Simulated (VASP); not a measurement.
Input of a VASP 6.6.1 run:

File INCAR:

```
PREC = Accurate ; ENCUT = 600
EDIFF = 1E-6 ; ISMEAR = 0
SIGMA = 0.1 ; LREAL = F
LASPH = T ; NELM = 100
ALGO = Normal ; ISIF = 3
LWAVE = F ; LCHARG = F
GGA = PE ; IBRION = 2
NSW = 100 ; EDIFFG = -0.01
```

File KPOINTS:

```
Automatic mesh
0
Gamma
  8 8 8
```

POSCAR

```
Li4In
1.0
   -3.2087700404      3.2087700404      3.2087700404
    3.2087700404     -3.2087700404      3.2087700404
    3.2087700404      3.2087700404     -3.2087700404
Li In
4 1
Direct
    0.0000000000      0.0000000000      0.5000000000
    0.0000000000      0.5000000000      0.0000000000
    0.5000000000      0.0000000000      0.0000000000
    0.5000000000      0.5000000000      0.5000000000
    0.0000000000      0.0000000000      0.0000000000
```

Potentials or basis: VASP PAW PBE potentials, release 64 (Li_sv, In_d).

Launch:

```sh
$ cat potpaw_PBE.64/Li_sv/POTCAR potpaw_PBE.64/In_d/POTCAR > POTCAR
$ mpirun -np 1 vasp_std > vasp.out
```

Predict the band gap on the k mesh.

none (metal or under the smearing width).

Final structure:
```yaml
crystal:
  lattice:
    - [-3.20877, 3.20877, 3.20877]
    - [3.20877, -3.20877, 3.20877]
    - [3.20877, 3.20877, -3.20877]
  atoms:
    - { symbol: Li, position: [0.00000, 0.00000, 0.50000] }
    - { symbol: Li, position: [0.00000, 0.50000, 0.00000] }
    - { symbol: Li, position: [0.50000, 0.00000, 0.00000] }
    - { symbol: Li, position: [0.50000, 0.50000, 0.50000] }
    - { symbol: In, position: [0.00000, 0.00000, 0.00000] }
```

Caveat: the relaxation stopped at its first step, so nothing moved.
